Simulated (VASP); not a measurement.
```
CELL_PARAMETERS angstrom
      0.00000     2.75910     2.75910
      2.75910     0.00000     2.75910
      2.75910     2.75910     0.00000
ATOMIC_POSITIONS crystal
  Cu 0.00000 0.00000 0.00000
  Cl 0.25000 0.25000 0.25000
```

The numbers are results of PBE GGA, VASP's PBE PAW potentials (set 64) (plane waves; VASP 6.6.1), not measurements. Run with 400 eV cut-off, 8×8×8 Γ-centred mesh, Gaussian smearing of 0.20 eV, potentials Cu Cl.

Task: What does the run give for the energy per atom (σ→0), pressure, band gap (on the k-mesh) with the smallest direct gap where there is one?

Result: 
The band gap (on the k-mesh) is 0.44 eV, the smallest direct gap (on the k-mesh) is 0.44 eV and the energy per atom (σ→0) is -3.165 eV/atom. The pressure is -2.38 GPa.

Total energies compare only between runs with the same potentials, cut-off and functional.

The compound is CuCl in the zinc blende structure. The cell was not relaxed at this level. The run is one of a series of settings (SIGMA = 0.2 against the base run), some of them coarse on purpose.
